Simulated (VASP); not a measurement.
```yaml
crystal:
  lattice:
    - [-1.59766, 1.59766, 1.59766]
    - [1.59766, -1.59766, 1.59766]
    - [1.59766, 1.59766, -1.59766]
  atoms:
    - { symbol: Mo, position: [0.00000, 0.00000, 0.00000] }
```

These are optB88-vdW, VASP's PBE PAW potentials (set 64) (plane waves; VASP) values and carry that method's errors. Run with 520 eV cut-off, 16×16×16 Γ-centred mesh, first-order Methfessel-Paxton smearing of 0.10 eV, potentials Mo_sv.

Estimate the energy per atom (σ→0), pressure, band gap (on the k-mesh) with the smallest direct gap where there is one.

```yaml
band gap (on the k-mesh): none (metal, semimetal or under 0.01 eV)
energy per atom (σ→0): -7.754 eV/atom
pressure: -7.69 GPa
```

Only differences to runs with the same potentials and settings are physical.

The compound is Mo in the bcc structure. This cell is one point of a volume scan, at 1.03 of the reference volume.
